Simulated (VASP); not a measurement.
Mg₃ZnO₄ (space group P4/mmm): computed properties

Level of theory: PBEsol GGA, VASP's PBE PAW potentials (set 64) (plane waves; VASP).

```yaml
space_group: P4/mmm (123)
cell: a = b = 2.9909 Å, c = 8.4493 Å, α = β = γ = 90.00°
volume_per_atom: 9.45 Å^3/atom
band gap (over mesh and band path): 2.54 eV
smallest direct gap (over mesh and band path): 3.49 eV
band_edge_character: indirect, X to Γ
density: 4.44 g/cm³
mean ε∞ (DFPT): 3.67
mean ε∞ (independent particles): 3.73
mean static ε: 12.68
optical Γ-point spectrum: 145 (×2), 199 (×2), 227, 256 (×2), 313, 338 (×2), 364, 386, 389 (×2), 399 (×2), 423 (×2), 512, 564, 602 cm⁻¹
```

```
Mg3ZnO4
1.0
    2.99087     0.00000     0.00000
    0.00000     2.99087     0.00000
    0.00000     0.00000     8.44931
Mg Zn O
3 1 4
Direct
  0.50000   0.50000   0.75060
  0.50000   0.50000   0.24940
  0.00000   0.00000   0.50000
  0.00000   0.00000   0.00000
  0.00000   0.00000   0.25265
  0.00000   0.00000   0.74735
  0.50000   0.50000   0.00000
  0.50000   0.50000   0.50000
```

The structure comes from a computed database's Mg3ZnO4 entry (P4/mmm); how it stands against other phases isn't given here. It was relaxed first. Symmetry was kept, so distortions that lower it aren't found.
